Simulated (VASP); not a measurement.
Here is the system:

```cif
data_CSi
_chemical_formula_sum 'Si1 C1'
_space_group_name_H-M_alt 'P 1'
_space_group_IT_number 1
_cell_length_a 3.09299
_cell_length_b 3.09299
_cell_length_c 3.09299
_cell_angle_alpha 60.000
_cell_angle_beta 60.000
_cell_angle_gamma 60.000
loop_
_space_group_symop_operation_xyz
  'x, y, z'
loop_
_atom_site_label
_atom_site_type_symbol
_atom_site_fract_x
_atom_site_fract_y
_atom_site_fract_z
_atom_site_occupancy
Si1 Si 0.00000 0.00000 0.00000 1
C1 C 0.25000 0.25000 0.25000 1
```

All values below come from optB86b-vdW, VASP's PBE PAW potentials (set 64) (plane waves; VASP). Numerical set-up: 520 eV cut-off, 10×10×10 Γ-centred mesh, Gaussian smearing of 0.050 eV, potentials Si C.

### Question
Give the energy at these volumes per atom, relative to the lowest: 9.83, 10.15, 10.46, 10.77, 11.09 Å³.

### Answer
28.1, 6.7, 0.0, 5.9, 22.8 meV/atom. A third-order Birch-Murnaghan fit gives B0 = 215 GPa and B0′ = 3.9.

Measured: bulk modulus 229 GPa at 0 K (computed value off by -6.4 %), as given by Daniel Mejia-Rodriguez et al., Physical Review B (2018), arXiv:1807.09216 [0 K value with the zero-point phonon effect removed]; a 4.346 Å at 0 K (computed value off by +0.6 %), as given by Daniel Mejia-Rodriguez et al., Physical Review B (2018), arXiv:1807.09216 [static lattice: zero-point anharmonic expansion removed].

The compound is SiC in the zinc blende structure. It was relaxed first.
